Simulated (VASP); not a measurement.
These are RPBE GGA, VASP's PBE PAW potentials (set 64) (plane waves; VASP) values and carry that method's errors.

VASP ran on this input.

File POSCAR:
```
Ni3Fe
7.1624720
  0.4999999973   0.0000000000   0.0000000000
  0.0000000000   0.4999999973   0.0000000000
  0.0000000000   0.0000000000   0.4999999973
Fe Ni
1 3
Cart
  0.0000000000   0.0000000000   0.0000000000
  0.0000000000   0.2499999986   0.2499999986
  0.2499999986   0.0000000000   0.2499999986
  0.2499999986   0.2499999986   0.0000000000
```

**INCAR**
```
SYSTEM=Ni3Fe
PREC=Accurate; ENCUT=520; LREAL=.FALSE.
LASPH=.TRUE.
EDIFF=1E-7; NELM=100; ALGO=Normal
LMAXMIX=4
ISMEAR=1; SIGMA=0.1
GGA=RP
MAGMOM=3.0 3*0.7
ISPIN=2
ISIF=2
LWAVE=.FALSE.; LCHARG=.FALSE.; LORBIT=10
```

**KPOINTS**
```
Automatic mesh
0
Gamma
9 9 9
0 0 0
```

POTCAR, in this order: Fe Ni (PBE.64 set). Program: vasp_std.

Predict the energy per atom (σ→0), cell moment, band gap (on the k-mesh).

```json
{
  "energy per atom (σ→0)": "-5747 meV/atom",
  "cell_moment": "4.95 μB",
  "band gap (on the k-mesh)": "none (metal, semimetal or under 0.01 eV)"
}
```

OSZICAR:
```
...
DAV:  13    -0.229888662433E+02   -0.28655E-03   -0.33529E-03  5414   0.104E+00    0.708E-02
DAV:  14    -0.229889462206E+02   -0.79977E-04   -0.46455E-04  5326   0.270E-01    0.118E-01
DAV:  15    -0.229889133560E+02    0.32865E-04   -0.11876E-04  4408   0.289E-01    0.198E-02
DAV:  16    -0.229889149311E+02   -0.15750E-05   -0.13070E-05  5292   0.637E-02    0.289E-02
DAV:  17    -0.229889139304E+02    0.10006E-05   -0.29448E-06  4422   0.454E-02    0.909E-03
DAV:  18    -0.229889132098E+02    0.72069E-06   -0.14940E-06  4666   0.214E-02    0.124E-03
DAV:  19    -0.229889131634E+02    0.46338E-07   -0.20792E-07  2534   0.489E-03
   1 F= -.22988913E+02 E0= -.22988772E+02  d E =-.424592E-03  mag=     4.9470
```

The compound is Ni3Fe in the L1_2 structure. It was relaxed first.
